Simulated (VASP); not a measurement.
Level of theory: RPBE GGA, VASP's PBE PAW potentials (set 64) (plane waves; VASP 6.6.1).

Input for VASP

**INCAR**
```
SYSTEM=SrVO3
PREC=Accurate; ENCUT=520; LREAL=.FALSE.
LASPH=.TRUE.
EDIFF=1E-6; NELM=100; ALGO=Normal
LMAXMIX=4
ISMEAR=1; SIGMA=0.1
GGA=RP
IBRION=2; NSW=60; ISIF=3
EDIFFG=-0.02
LWAVE=.FALSE.; LCHARG=.FALSE.
```

File KPOINTS:
```
Automatic mesh
0
Gamma
7 7 7
0 0 0
```

File POSCAR:
```
SrVO3
1
    3.8993367367    -0.0000000000    -0.0000000000
   -0.0000000000     3.8993367367    -0.0000000000
    0.0000000000     0.0000000000     3.8993367367
Sr V O
1 1 3
Direct
  0.0000000000   0.0000000000   0.0000000000
  0.5000000000   0.5000000000   0.5000000000
  0.5000000000   0.0000000000   0.5000000000
  0.0000000000   0.5000000000   0.5000000000
  0.5000000000   0.5000000000   0.0000000000
```

POTCAR, in this order: Sr_sv V_sv O (PBE.64 set). Program: vasp_std.

Output

OSZICAR:
```
       N       E                     dE             d eps       ncg     rms          rms(c)
DAV:   1     0.449862844138E+03    0.44986E+03   -0.24038E+04   960   0.177E+03
DAV:   2    -0.195820030019E+02   -0.46944E+03   -0.46626E+03  1232   0.480E+02
DAV:   3    -0.469386981573E+02   -0.27357E+02   -0.27278E+02  1008   0.126E+02
DAV:   4    -0.477884569508E+02   -0.84976E+00   -0.84955E+00  1680   0.199E+01
DAV:   5    -0.477961123724E+02   -0.76554E-02   -0.76563E-02  1136   0.157E+00    0.354E+01
DAV:   6    -0.391856262452E+02    0.86105E+01   -0.10187E+02  1272   0.733E+01    0.193E+01
DAV:   7    -0.380975985008E+02    0.10880E+01   -0.40394E+01  1160   0.558E+01    0.162E+01
DAV:   8    -0.372294484448E+02    0.86815E+00   -0.33693E+00  1056   0.160E+01    0.552E+00
DAV:   9    -0.372307360233E+02   -0.12876E-02   -0.11310E+00  1232   0.794E+00    0.251E+00
DAV:  10    -0.372004295549E+02    0.30306E-01   -0.58108E-01  1120   0.670E+00    0.119E+00
DAV:  11    -0.371889175008E+02    0.11512E-01   -0.79304E-02  1104   0.239E+00    0.269E-01
DAV:  12    -0.371891150442E+02   -0.19754E-03   -0.44665E-03  1184   0.523E-01    0.101E-01
DAV:  13    -0.371890747220E+02    0.40322E-04   -0.47999E-04  1256   0.136E-01    0.342E-02
DAV:  14    -0.371890676031E+02    0.71189E-05   -0.23458E-04  1048   0.835E-02    0.355E-02
DAV:  15    -0.371890649469E+02    0.26562E-05   -0.96166E-05  1112   0.858E-02    0.184E-02
DAV:  16    -0.371890636003E+02    0.13466E-05   -0.13744E-05  1080   0.327E-02    0.281E-03
DAV:  17    -0.371890637277E+02   -0.12732E-06   -0.87914E-07   568   0.705E-03
   1 F= -.37189064E+02 E0= -.37187993E+02  d E =-.371891E+02
```

### OUTCAR
```
------------------------ aborting loop because EDIFF is reached ----------------------------------------
  FORCE on cell =-STRESS in cart. coord.  units (eV):
  Direction    XX          YY          ZZ          XY          YZ          ZX
  --------------------------------------------------------------------------------------
  Total       -0.0251469     -0.0251469     -0.0251469      0.0000000     -0.0000000     -0.0000000
  in kB       -0.6795524     -0.6795524     -0.6795524      0.0000000     -0.0000000     -0.0000000
  external PRESSURE =      -0.6795524 kB  Pullay stress =       0.0000000 kB
  volume of cell :       59.29
      direct lattice vectors                 reciprocal lattice vectors
     3.899336737  0.000000000  0.000000000     0.256453871  0.000000000  0.000000000
     0.000000000  3.899336737  0.000000000     0.000000000  0.256453871  0.000000000
     0.000000000  0.000000000  3.899336737     0.000000000  0.000000000  0.256453871
 POSITION                                       TOTAL-FORCE (eV/Angst)
 -----------------------------------------------------------------------------------
      0.00000      0.00000      0.00000         0.000000      0.000000      0.000000
      1.94967      1.94967      1.94967         0.000000      0.000000      0.000000
      1.94967      0.00000      1.94967         0.000000      0.000000      0.000000
      0.00000      1.94967      1.94967         0.000000      0.000000      0.000000
      1.94967      1.94967      0.00000         0.000000      0.000000      0.000000
 -----------------------------------------------------------------------------------
    total drift:                                0.000000      0.000000     -0.000000
  FREE ENERGIE OF THE ION-ELECTRON SYSTEM (eV)
  ---------------------------------------------------
  free  energy   TOTEN  =       -37.1890637277 eV

  energy  without entropy=      -37.1858516636  energy(sigma->0) =      -37.18799304

 reached required accuracy - stopping structural energy minimisation
```
(Selected blocks of OUTCAR.)

**OUTCAR**
```
 val. band max:        5.8637014207   @ k =   0.4286   0.1429   0.1429

 cond. band min:       6.2470284698   @ k =   0.2857   0.2857   0.0000


 Fermi energy:         5.8710253609

 k-point     1 :       0.0000    0.0000    0.0000
  band No.  band energies     occupation
      1     -60.0558      2.00000
      2     -33.7930      2.00000
      3     -33.7930      2.00000
      4     -33.7930      2.00000
      5     -28.7168      2.00000
      6     -13.5977      2.00000
      7     -12.4818      2.00000
      8     -12.4818      2.00000
      9     -10.7039      2.00000
     10     -10.7039      2.00000
     11     -10.7039      2.00000
     12       0.9550      2.00000
     13       0.9550      2.00000
     14       0.9550      2.00000
     15       2.9013      2.00000
     16       2.9013      2.00000
     17       2.9013      2.00000
     18       3.6455      2.00000
     19       3.6455      2.00000
     20       3.6455      2.00000
     21       5.1011      2.00000
     22       5.1011      2.00000
     23       5.1011      2.00000
     24       7.1117     -0.00000

 k-point     2 :       0.1429    0.0000    0.0000
  band No.  band energies     occupation
      1     -60.0557      2.00000
      2     -33.7984      2.00000
      3     -33.7928      2.00000
      4     -33.7928      2.00000
      5     -28.7122      2.00000
      6     -13.5995      2.00000
      7     -12.5139      2.00000
      8     -12.4749      2.00000
      9     -10.6946      2.00000
     10     -10.6946      2.00000
     11     -10.5799      2.00000
     12       0.6917      2.00000
     13       0.9511      2.00000
     14       0.9511      2.00000
     15       2.6095      2.00000
     16       2.6095      2.00000
     17       2.7359      2.00000
     18       3.0618      2.00000
     19       3.5032      2.00000
     20       3.5032      2.00000
     21       5.1207      2.00000
     22       5.5536      2.00007
     23       5.5536      2.00007
     24       7.1140     -0.00000
...
```

The compound is SrVO3 in the cubic perovskite structure. It was relaxed first. The start is the result of an earlier pass. The run is not spin-polarised, so no magnetic state was tried. The electron count is odd and the run is not spin-polarised, which forces a metal.
